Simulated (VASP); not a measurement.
A convergence study with VASP on MgB2 (AlB2 type): one setting is varied, all else stays as given below, so the limit is that of these other settings. Each run relaxes cell and ions from the cell shown. The basis is that of the starting cell, so low cut-offs carry a Pulay error.

```xyz
3
Lattice="1.5450 -2.6760 0.0000 1.5450 2.6760 0.0000 0.0000 0.0000 3.5200" Properties=species:S:1:pos:R:3 pbc="T T T"
Mg     0.0000     0.0000     0.0000
B      1.5450     0.8920     1.7600
B      1.5450    -0.8920     1.7600
```

Calculation: PBE GGA, VASP's PBE PAW potentials (set 64) (plane waves; VASP). The tightest run used: 800 eV cut-off, 10×10×8 Γ-centred mesh, first-order Methfessel-Paxton smearing of 0.10 eV, potentials Mg B.

Task: The settings run are ENCUT = 250; ENCUT = 300; ENCUT = 350; ENCUT = 400; ENCUT = 450; ENCUT = 500; ENCUT = 550; ENCUT = 600; ENCUT = 650; ENCUT = 700; ENCUT = 750; ENCUT = 800. From which on does the relaxed volume stay within 0.1 Å³/atom of the tightest run?

Result: From ENCUT = 300 on: it is off by 0.091 there and by no more than 0.1 in any finer run, while ENCUT = 250 is off by 0.235.
```
setting      relaxed volume (Å³/atom)  E (eV/atom)  plane waves  difference judged (Å³/atom)
-----------  ------------------------  -----------  -----------  ---------------------------
ENCUT = 250                     9.364      -5.0800          274                        0.235
ENCUT = 300                     9.509      -5.0994          358                        0.091
ENCUT = 350                     9.577      -5.1061          454                        0.022
ENCUT = 400                     9.598      -5.1070          539                        0.002
ENCUT = 450                     9.601      -5.1069          654                        0.001
ENCUT = 500                     9.599      -5.1071          757                        0.001
ENCUT = 550                     9.597      -5.1074          864                        0.003
ENCUT = 600                     9.597      -5.1079          986                        0.003
ENCUT = 650                     9.598      -5.1082         1112                        0.002
ENCUT = 700                     9.599      -5.1083         1239                        0.001
ENCUT = 750                     9.600      -5.1083         1372                        0.000
ENCUT = 800                     9.600      -5.1083         1513                        0.000
```

Left out are rungs that failed or repeat a setting and relaxations that didn't move; long series are thinned to 24 rows.

The compound is MgB2 in the AlB2 type structure.
